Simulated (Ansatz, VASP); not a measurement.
**Two plane-wave programs on HfGe**

INCAR

```
SYSTEM = HfGe
PREC = Accurate
ENCUT = 600
EDIFF = 1E-7
ISMEAR = -1
SIGMA = 0.05
LREAL = .False.
LASPH = .True.
NELM = 80
ALGO = Normal
ISIF = 3
LWAVE = .False.
LCHARG = .False.
GGA = RP
IBRION = 2
NSW = 60
EDIFFG = -0.01
```

File KPOINTS:

```
Automatic mesh
0
Gamma
  8 8 8
  0 0 0
```

File POSCAR:

```
HfGe
1.0
    3.5008378700      0.0000000000      0.0000000000
    0.0000000000      3.5008378700      0.0000000000
    0.0000000000      0.0000000000      3.5008378700
Hf Ge
1 1
Direct
    0.0000000000      0.0000000000      0.0000000000
    0.5000000000      0.5000000000      0.5000000000
```

Contents of input.yaml:

```yaml
crystal:
  lattice:
    - [3.50083787, 0.0, 0.0]
    - [0.0, 3.50083787, 0.0]
    - [0.0, 0.0, 3.50083787]
  atoms:
    - { symbol: Hf, position: [0.0, 0.0, 0.0] }
    - { symbol: Ge, position: [0.5, 0.5, 0.5] }
hamiltonian:
  xc: rpbe
  pseudopotentials: { kind: paw }
kpoints:
  mp_grid: { grid: [8, 8, 8] }
scf:
  occupations: { method: fermi_dirac, width: 0.05 }
output:
  forces: true
  stress: true
  eigenvalues: true
  write_density: true
  write_potential: true
  elf: true
  volumetric_format: npy
relax:
  f_tol: 0.01
  max_steps: 40
  cell: { stress_tol: 0.05 }
```

The cell was built by a generator and needn't be a form met in nature.

Alike in both runs: task relaxation of cell and atoms; functional RPBE; k mesh 8 × 8 × 8; occupations fermi-dirac, width 0.05 eV; no spin polarisation.

|  | VASP | Ansatz |
| --- | --- | --- |
| version | VASP 6.6.1 | Ansatz 0.2.0 |
| potentials or method | VASP PAW PBE potentials, release 64 (Hf_pv, Ge_d) | Ansatz PAW |
| plane-wave cutoff (eV) | 600 | 420 |
| valence electrons in the cell | 24 | 40 |

```csv
,VASP,Ansatz,Ansatz less VASP
"gap on the k mesh at the Fermi level, each at its own relaxed structure (eV)",none,none,-
relaxed volume (Å³/atom),19.23,19.28,+0.052
relaxed cell length with the largest relative difference (Å),3.376,3.379,+0.0031
energy change over the relaxation (meV/atom),-73,-68,+4.8
```

A gap of «none» marks a metal or a gap that the smearing closes. The two sets of potentials don't hold the same shells in valence.

Caveats: the PAW data sets were made with another functional, which shifts forces and pressure a little (VASP); the plane-wave basis is chosen anew once the cell has moved, so the energies of steps on either side of that aren't comparable (Ansatz); the PAW data sets come from PBE, with cores solved anew for the run's functional, which leaves a small shift of forces and pressure (Ansatz). The runs have no spin-orbit coupling, so splittings on Hf are missing.
